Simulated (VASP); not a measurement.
```
Ga
1.0
    2.20946    -3.79369     0.00000
    2.20946     3.79369     0.00000
    0.00000     0.00000     4.72667
Ga
4
Direct
  0.15566   0.84434   0.91552
  0.34434   0.65566   0.41552
  0.65566   0.34434   0.58448
  0.84434   0.15566   0.08448
```

Computed with r2SCAN meta-GGA, VASP's PBE PAW potentials (set 64) (plane waves; VASP 6.6.1). Numerical set-up: 480 eV cut-off, 8×8×6 Γ-centred mesh, first-order Methfessel-Paxton smearing of 0.10 eV, potentials Ga_d.

Problem. Which forces act on the atoms, in eV/Å?

Solution. 
```csv
atom,Fx,Fy,Fz
Ga1,0.000,-0.083,-0.029
Ga2,0.000,0.083,-0.029
Ga3,0.000,-0.083,0.029
Ga4,0.000,0.083,0.029
```

Problem. Give the stress tensor in GPa (positive for a compressed cell).

Solution. 
```
-1.71   0.00   0.00
 0.00   0.21   0.00
 0.00   0.00  -3.69
```
The pressure is its mean diagonal, -1.73 GPa.

The compound is Ga in the alpha structure. This cell was strained or had an atom moved on purpose.
